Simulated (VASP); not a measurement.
A convergence study with VASP on Zr (hcp): one setting is varied, all else stays as given below, so the limit is that of these other settings. ε∞ is the independent-particle value.

```yaml
crystal:
  lattice:
    - [1.61500, -2.79726, 0.00000]
    - [1.61500, 2.79726, 0.00000]
    - [0.00000, 0.00000, 5.15000]
  atoms:
    - { symbol: Zr, position: [0.33333, 0.66667, 0.25000] }
    - { symbol: Zr, position: [0.66667, 0.33333, 0.75000] }
```

Computed with PBE GGA, VASP's PBE PAW potentials (set 64) (plane waves; VASP 6.6.1). The tightest run used: 550 eV cut-off, 11×11×6 Γ-centred mesh, first-order Methfessel-Paxton smearing of 0.10 eV, potentials Zr_sv.

The settings run are NBANDS = 13; NBANDS = 14; NBANDS = 16; NBANDS = 20; NBANDS = 28; NBANDS = 44; NBANDS = 76; NBANDS = 140. From which on does the energy per atom stay within 0.001 eV/atom of the tightest run?

From NBANDS = 14 on: it is off by 0.0000 there and by no more than 0.001 in any finer run, while NBANDS = 13 is off by 0.0017.
| setting | E (eV/atom) | bands | difference judged (eV/atom) |
|---|---|---|---|
| NBANDS = 13 | -8.5191 | 13 | 0.0017 |
| NBANDS = 14 | -8.5208 | 14 | 0.0000 |
| NBANDS = 16 | -8.5208 | 16 | 0.0000 |
| NBANDS = 20 | -8.5208 | 20 | 0.0000 |
| NBANDS = 28 | -8.5208 | 28 | 0.0000 |
| NBANDS = 44 | -8.5208 | 44 | 0.0000 |
| NBANDS = 76 | -8.5208 | 76 | 0.0000 |
| NBANDS = 140 | -8.5208 | 140 | 0.0000 |

VASP warned of too few bands at NBANDS = 13; NBANDS = 14.

Left out are rungs that failed or repeat a setting and relaxations that didn't move; long series are thinned to 24 rows.

The compound is Zr in the hcp structure. The cell was not relaxed at this level. VASP warned that the highest band is occupied, so more bands are needed.
